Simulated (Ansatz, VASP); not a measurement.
# SrC2: VASP beside Ansatz, part 2 of 2

Aim: how closely do two programs agree when they are given the same cell, functional and k mesh? The cell is taken from a series of runs on this material, whose earlier steps may have relaxed, scaled, displaced or heated it; both programs get it as it stands.

VASP 6.6.1 and Ansatz 0.2.0.

So far: The starting structure; Ansatz: relaxation of cell and atoms, LDA, pair 1; VASP: relaxation of cell and atoms, LDA, pair 1; Comparison.

### 5. Ansatz: relaxation of cell and atoms, LDA, pair 2

Level of this step: Ansatz beside VASP: Kohn-Sham DFT, plane waves, LDA (Ansatz).

The relaxed volume is the usual yardstick between codes: in a stiff, nearly cubic crystal its relative difference is about their pressure difference at one cell divided by the bulk modulus. This pair takes another cell of the material, with 6 atoms against 3 for the pair before.

The cell is taken from a series of runs on this material, whose earlier steps may have relaxed, scaled, displaced or heated it; both programs get it as it stands.

Input file input.yaml:

```yaml
crystal:
  lattice:
    - [2.808919194, -3.3200158858, 0.0]
    - [2.808919194, 3.3200158858, 0.0]
    - [0.0, 0.0, 5.7083483647]
  atoms:
    - { symbol: Sr, position: [0.5, 0.5, 0.5] }
    - { symbol: Sr, position: [0.0, 0.0, 0.0] }
    - { symbol: C, position: [0.0914505604, 0.9085494396, 0.5265574841] }
    - { symbol: C, position: [0.5914505604, 0.4085494396, 0.9734425159] }
    - { symbol: C, position: [0.9085494396, 0.0914505604, 0.4734425159] }
    - { symbol: C, position: [0.4085494396, 0.5914505604, 0.0265574841] }
kpoints:
  mp_grid: { grid: [6, 6, 6] }
hamiltonian:
  xc: lda
scf:
  occupations: { method: fixed }
output:
  forces: true
  stress: true
  eigenvalues: true
relax:
  adjacent_minimum: "off"
  f_tol: 0.001
  max_steps: 60
  cell: { stress_tol: 0.01 }
```

The run is started by

```bash
$ ansatz run input.yaml --threads 4 --pin off --max-ram 7168MiB --backend cpu --events-out ev --progress --plain --runs-dir out
```

Numbers of over 12 decimals in the logs are rounded to 6 here.

Output:

```text
[...]
Crystal: 6 atoms, lattice volume = 106.468 Å³
Basis set: ecut = 420 eV, 2073 PW (Γ)
Bands: 24, of which v1, the nominal top of the filled ones, is band 18 counted from 1 (17 counted from 0)
Symmetry: 8 space group operations
[...]
k-points: 52 of 216
[...]
- [2.808919194, -3.3200158858, 0.0]
    - [2.808919194, 3.3200158858, 0.0]
    - [0.0, 0.0, 5.7083483647]
  atoms:
    - { symbol: Sr, position: [0.5, 0.5, 0.5] }
    - { symbol: Sr, position: [0.0, 0.0, 0.0] }
    - { symbol: C, position: [0.091451, 0.9085494396, 0.5265574841] }
    - { symbol: C, position: [0.5914505604, 0.4085494396, 0.9734425159] }
    - { symbol: C, position: [0.9085494396, 0.091451, 0.4734425159] }
    - { symbol: C, position: [0.4085494396, 0.5914505604, 0.0265574841] }
[key lines of the parts left out:]
SCF converged after 5 iterations
Free energy (F): -7859.899036 eV
Fermi energy:    4.929163 eV
P = ⅓ Tr σ = -0.0005 GPa (-0.005 kbar)
```

### 6. VASP: relaxation of cell and atoms, LDA, pair 2

The same cell, functional (in two slightly different forms) and mesh now go to VASP, with its own data sets.

Input file INCAR:

```
SYSTEM = SrC2
PREC = Accurate
ENCUT = 600
EDIFF = 1E-07
NELM = 120
ISMEAR = 0
SIGMA = 0.01
LREAL = .FALSE.
ALGO = Normal
GGA = PW92
NBANDS = 24
LORBIT = 11
LWAVE = .FALSE.
LCHARG = .FALSE.
ISIF = 3
IBRION = 2
NSW = 80
EDIFFG = -0.005
LASPH = .TRUE.
GGA_COMPAT = .FALSE.
NELMIN = 4
EFERMI = MIDGAP
KPAR = 2
```

Input file POSCAR:

```
SrC2
1.0
    2.8089190000     -3.3200160000      0.0000000000
    2.8089190000      3.3200160000      0.0000000000
    0.0000000000      0.0000000000      5.7083480000
Sr C
2 4
Direct
    0.5000000000      0.5000000000      0.5000000000
    0.0000000000      0.0000000000      0.0000000000
    0.0914506135      0.9085493865      0.5265574646
    0.5914506135      0.4085493865      0.9734425354
    0.9085493865      0.0914506135      0.4734425354
    0.4085493865      0.5914506135      0.0265574646
```

Input file KPOINTS:

```
Automatic mesh
0
Gamma
6 6 6
0 0 0
```

Potentials, in the order of the species: Sr_sv and C (LDA family, release 64).

The run is started by

```bash
$ mpirun -np 2 vasp_std
```

Output:

```text
[banner, memory and clock lines left out]
running    2 mpi-ranks, on    1 nodes
[...]
[... a notice as in an earlier step ...]

 LDA part: xc-table for (Slater(with rela. corr.)+PW92), standard interpolation
 POSCAR, INCAR and KPOINTS ok, starting setup
[...]
entering main loop
       N       E                     dE             d eps       ncg     rms          rms(c)
DAV:   1     0.196974816583E+03    0.19697E+03   -0.19491E+04  2496   0.155E+03
DAV:   2    -0.344326001342E+02   -0.23141E+03   -0.22372E+03  3216   0.301E+02
DAV:   3    -0.495019342980E+02   -0.15069E+02   -0.15013E+02  4048   0.695E+01
DAV:   4    -0.499491753883E+02   -0.44724E+00   -0.44691E+00  3800   0.110E+01
[...]
DAV:  13    -0.435954234278E+02    0.15724E-05   -0.12980E-05  4480   0.198E-02    0.432E-03
DAV:  14    -0.435954236980E+02   -0.27028E-06   -0.17734E-06  3672   0.651E-03    0.280E-03
DAV:  15    -0.435954237183E+02   -0.20280E-07   -0.10936E-07  2480   0.218E-03
   1 F= -.43595424E+02 E0= -.43595424E+02  d E =-.435954E+02
[... from here on, the cycles between the ionic steps are left out ...]
   2 F= -.43593033E+02 E0= -.43593033E+02  d E =0.239086E-02
   3 F= -.43595495E+02 E0= -.43595495E+02  d E =-.712408E-04
   4 F= -.43595622E+02 E0= -.43595622E+02  d E =-.127426E-03
 trial-energy change:   -0.000127  1 .order   -0.000124   -0.000244   -0.000005
 step:   0.8437(harm=  0.8448)  dis= 0.00050  next Energy=   -43.595622 (dE=-0.127E-03)
 reached required accuracy - stopping structural energy minimisation
```

From OUTCAR (step 6):

```text
  Total        0.0093171     -0.0187060      0.0080275      0.0000000      0.0000000      0.0000000
  in kB        0.1398003     -0.2806785      0.1204512      0.0000000      0.0000000      0.0000000
  external PRESSURE =      -0.0068090 kB  Pullay stress =       0.0000000 kB

 POSITION                                       TOTAL-FORCE (eV/Angst)
 -----------------------------------------------------------------------------------
      2.81175      0.00000      2.85697        -0.000000     -0.000000      0.000000
      2.81175      3.32307      0.00000        -0.000000     -0.000000      0.000000
      2.81175      2.71545      3.00853         0.000000     -0.000229     -0.002390
      2.81175     -0.60761      5.56238         0.000000     -0.000229      0.002390
      2.81175     -2.71545      2.70541         0.000000      0.000229      0.002390
      2.81175      0.60761      0.15156         0.000000      0.000229     -0.002390
 -----------------------------------------------------------------------------------
    total drift:                               -0.000000      0.000000      0.000000

  FREE ENERGIE OF THE ION-ELECTRON SYSTEM (eV)
  ---------------------------------------------------
  free  energy   TOTEN  =       -43.5956223848 eV

  energy  without entropy=      -43.5956223848  energy(sigma->0) =      -43.59562238

[... 1 part as in an earlier step ...]

[... 3 further parts left out ...]
[key lines of the parts left out:]
E-fermi :   1.4109
```

### 7. Differences

What differs besides the data sets and the points named for the pairs above, as far as they apply: fixed occupations in Ansatz, narrow Gaussian smearing in VASP. Total energies have different zeros and are not compared.

The two programs side by side:

| quantity | Ansatz | VASP | difference |
| --- | --- | --- | --- |
| volume (Å³) | 106.47 | 106.78 | -0.29 % |
| edge a after relaxation, in the typed setting (Å) | 4.349 | 4.353 | -0.09 % |
| edge c after relaxation, in the typed setting (Å) | 5.708 | 5.714 | -0.10 % |

### 8. VASP: relaxation of cell and atoms, LDA, pair 3

The relaxed volume is the usual yardstick between codes: in a stiff, nearly cubic crystal its relative difference is about their pressure difference at one cell divided by the bulk modulus. This pair takes another cell of the material, with 3 atoms against 6 for the pair before.

INCAR, as its differences from that of step 6:

```diff
@@ -10,3 +10,3 @@
 GGA = PW92
-NBANDS = 24
+NBANDS = 15
 LORBIT = 11
```

Input file POSCAR:

```
SrC2
1.0
   -1.9958110000      1.9958110000      3.3421440000
    1.9958110000     -1.9958110000      3.3421440000
    1.9958110000      1.9958110000     -3.3421440000
Sr C
1 2
Direct
    0.0000000000      0.0000000000      0.0000000000
    0.4063705813      0.4063705813      0.0000000000
    0.5936294187      0.5936294187      0.0000000000
```

Input file KPOINTS:

```
Automatic mesh
0
Gamma
12 12 12
0 0 0
```

The run is started by

```bash
$ mpirun -np 2 vasp_std
```

Output:

```text
[banner, memory and clock lines left out]
running    2 mpi-ranks, on    1 nodes
[...]
[... a notice as in an earlier step ...]

 LDA part: xc-table for (Slater(with rela. corr.)+PW92), standard interpolation
 POSCAR, INCAR and KPOINTS ok, starting setup
[...]
entering main loop
       N       E                     dE             d eps       ncg     rms          rms(c)
DAV:   1     0.741775144106E+02    0.74178E+02   -0.97714E+03  4890   0.125E+03
DAV:   2    -0.201839204756E+02   -0.94361E+02   -0.89128E+02  6388   0.230E+02
DAV:   3    -0.248590830956E+02   -0.46752E+01   -0.46608E+01  7273   0.470E+01
DAV:   4    -0.249903745015E+02   -0.13129E+00   -0.13126E+00  6923   0.691E+00
[...]
DAV:  13    -0.217911058930E+02   -0.11286E-05   -0.81017E-06  5937   0.220E-02    0.104E-02
DAV:  14    -0.217911057134E+02    0.17962E-06   -0.10676E-06  7478   0.654E-03    0.574E-03
DAV:  15    -0.217911056801E+02    0.33308E-07   -0.50413E-07  6493   0.436E-03
   1 F= -.21791106E+02 E0= -.21791106E+02  d E =-.217911E+02
[... from here on, the cycles between the ionic steps are left out ...]
   2 F= -.21789883E+02 E0= -.21789883E+02  d E =0.122286E-02
   3 F= -.21791129E+02 E0= -.21791129E+02  d E =-.237999E-04
   4 F= -.21791196E+02 E0= -.21791196E+02  d E =-.663086E-04
 trial-energy change:   -0.000066  1 .order   -0.000058   -0.000113   -0.000003
 step:   0.8403(harm=  0.8463)  dis= 0.00052  next Energy=   -21.791196 (dE=-0.663E-04)
 reached required accuracy - stopping structural energy minimisation
```

OUTCAR, selected parts (step 8):

```text
  Total        0.0053848      0.0053848     -0.0108288      0.0000000      0.0000000      0.0000000
  in kB        0.1615686      0.1615686     -0.3249154      0.0000000      0.0000000      0.0000000
  external PRESSURE =      -0.0005927 kB  Pullay stress =       0.0000000 kB

 POSITION                                       TOTAL-FORCE (eV/Angst)
 -----------------------------------------------------------------------------------
      1.99764      1.99764     -3.34522         0.000000      0.000000      0.000000
      0.00000      0.00000      2.71903         0.000000      0.000000      0.001057
      1.99764      1.99764      0.62620        -0.000000     -0.000000     -0.001057
 -----------------------------------------------------------------------------------
    total drift:                                0.000000      0.000000     -0.000000

  FREE ENERGIE OF THE ION-ELECTRON SYSTEM (eV)
  ---------------------------------------------------
  free  energy   TOTEN  =       -21.7911957885 eV

  energy  without entropy=      -21.7911957885  energy(sigma->0) =      -21.79119579

[... 1 part as in an earlier step ...]

[... 3 further parts left out ...]
[key lines of the parts left out:]
E-fermi :   1.4939
```

### 9. Ansatz: relaxation of cell and atoms, LDA, pair 3

The same cell, functional (in two slightly different forms) and mesh now go to Ansatz, which takes its cutoff from its data sets.

The cell is taken from a series of runs on this material, whose earlier steps may have relaxed, scaled, displaced or heated it; both programs get it as it stands.

input.yaml, the sections that differ from step 5:

```yaml
crystal:
  lattice:
    - [-1.9958105548, 1.9958105548, 3.342144189]
    - [1.9958105548, -1.9958105548, 3.342144189]
    - [1.9958105548, 1.9958105548, -3.342144189]
  atoms:
    - { symbol: Sr, position: [0.0, 0.0, 0.0] }
    - { symbol: C, position: [0.4063705404, 0.4063705404, 0.0] }
    - { symbol: C, position: [0.5936294596, 0.5936294596, 0.0] }
kpoints:
  mp_grid: { grid: [12, 12, 12] }
# hamiltonian, scf, output, relax: as in step 5
```

The run is started by

```bash
$ ansatz run input.yaml --threads 4 --pin off --max-ram 7168MiB --backend cpu --events-out ev --progress --plain --runs-dir out
```

Output:

```text
[...]
Crystal: 3 atoms, lattice volume = 53.251 Å³
Basis set: ecut = 420 eV, 1039 PW (Γ)
Bands: 13, of which v1, the nominal top of the filled ones, is band 9 counted from 1 (8 counted from 0)
Symmetry: 16 space group operations
[...]
k-points: 163 of 1728
[...]
--- Relaxed structure (3 steps of the walk, 2 accepted, 1 SCFs on fresh bases) ---
[...]
cell:  # Å, volume = 53.2453 Å³
    - [-1.995710, 1.995710, 3.342158]
    - [1.995710, -1.995710, 3.342158]
    - [1.995710, 1.995710, -3.342158]
  atoms:
    - { symbol: Sr, position: [0, 0, 0] }
    - { symbol: C, position: [0.406373, 0.406373, 0] }
    - { symbol: C, position: [0.593627, 0.593627, 0] }
[key lines of the parts left out:]
SCF converged after 7 iterations
Free energy (F): -3929.942418 eV
Fermi energy:    5.107370 eV
P = ⅓ Tr σ = -0.0003 GPa (-0.003 kbar)
```

### 10. Differences

The two programs side by side:

| quantity | Ansatz | VASP | difference |
| --- | --- | --- | --- |
| volume (Å³) | 53.25 | 53.40 | -0.28 % |
| edge a after relaxation, in the typed setting (Å) | 4.374 | 4.378 | -0.09 % |

### 11. What came out

```json
{
  "difference in volume (relaxation of cell and atoms, LDA, pair 1)": "-0.25 %",
  "difference in volume (relaxation of cell and atoms, LDA, pair 2)": "-0.29 %",
  "difference in volume (relaxation of cell and atoms, LDA, pair 3)": "-0.28 %"
}
```

In words: The difference in volume is -0.29 % (relaxation of cell and atoms, LDA, pair 2), within the 1.2 % picked in this series as the mark of a large difference, as far as the stopping tolerances let one tell. How closely two codes agree says nothing of how well the functional describes the real material.

[Lines on the potential files, build, host, timing and source positions are cut from VASP's logs without a mark.]

[Logs are printed without paths, hosts, clocks, repeated set-up lines and the standing remarks that a program may print on its own settings, such as how far it seeks lower states.]

[Hosts, paths, dates, database ids (printed as entryN), source tags and the programs' standing remarks are cut or masked in the printed files.]
